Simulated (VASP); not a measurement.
Input:

```
CELL_PARAMETERS angstrom
      0.00000     2.93641     2.93641
      2.93641     0.00000     2.93641
      2.93641     2.93641     0.00000
ATOMIC_POSITIONS crystal
  Li 0.25000 0.25000 0.25000
  Li 0.75000 0.75000 0.75000
  S  0.00000 0.00000 0.00000
```

Computed with revPBE GGA, VASP's PBE PAW potentials (set 64) (plane waves; VASP). Run with 520 eV cut-off, 7×7×7 Γ-centred mesh, Gaussian smearing of 0.050 eV, potentials Li_sv S.

Task: Give the stress tensor in GPa (positive for a compressed cell).

Result: 
```
-1.82   0.00   0.00
 0.00  -1.82   0.00
 0.00   0.00  -1.82
```
The pressure is its mean diagonal, -1.82 GPa.

The compound is Li2S in the antifluorite structure. This cell is one point of a volume scan, at 1.06 of the reference volume.
